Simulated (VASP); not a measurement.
**Mg4Te3Se (space group P-4m2): computed properties**

Method: r2SCAN meta-GGA, VASP's PBE PAW potentials (set 64) (plane waves; VASP).

```json
{
  "space_group": "P-4m2 (115)",
  "cell": "a = 4.486 Å, b = 4.486 Å, c = 12.602 Å, α = 90.00°, β = 90.00°, γ = 90.00°",
  "volume_per_atom": "31.70 Å^3/atom",
  "band gap (over mesh and band path)": "2.78 eV",
  "smallest direct gap (over mesh and band path)": "2.78 eV",
  "band_edge_character": "direct, Γ to Γ",
  "density": "3.66 g/cm³"
}
```

```
CELL_PARAMETERS angstrom
      4.48580     0.00000     0.00000
      0.00000     4.48580     0.00000
      0.00000     0.00000    12.60204
ATOMIC_POSITIONS crystal
  Mg 0.50000 0.00000 0.60785
  Mg 0.00000 0.50000 0.39215
  Mg 0.50000 0.00000 0.13090
  Mg 0.00000 0.50000 0.86910
  Te 0.50000 0.50000 0.26167
  Te 0.50000 0.50000 0.73833
  Te 0.00000 0.00000 0.00000
  Se 0.00000 0.00000 0.50000
```

Unless said otherwise, spin-orbit coupling is left out, though it shifts the bands of the heavy elements here.

The structure comes from a computed database's Mg4Te3Se entry (P-4m2); how it stands against other phases isn't given here. It was relaxed first. Symmetry was kept, so distortions that lower it aren't found.
